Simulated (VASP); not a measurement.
Data:

```
TiC
1.0
    0.00000     2.10249     2.10249
    2.10249     0.00000     2.10249
    2.10249     2.10249     0.00000
Ti C
1 1
Direct
  0.00000   0.00000   0.00000
  0.50000   0.50000   0.50000
```

Method: PBE GGA with D3 dispersion (Becke-Johnson damping), VASP's PBE PAW potentials (set 64) (plane waves; VASP). Settings: 520 eV cut-off, 15×15×15 Γ-centred mesh, first-order Methfessel-Paxton smearing of 0.10 eV, potentials Ti_sv C.

Q: Give the stress tensor in GPa (positive for a compressed cell).

A: 
```
18.29   0.00   0.00
 0.00  18.29   0.00
 0.00   0.00  18.29
```
The pressure is its mean diagonal, 18.29 GPa.

The compound is TiC in the rock salt structure. This cell is one point of a volume scan, at 0.94 of the reference volume.
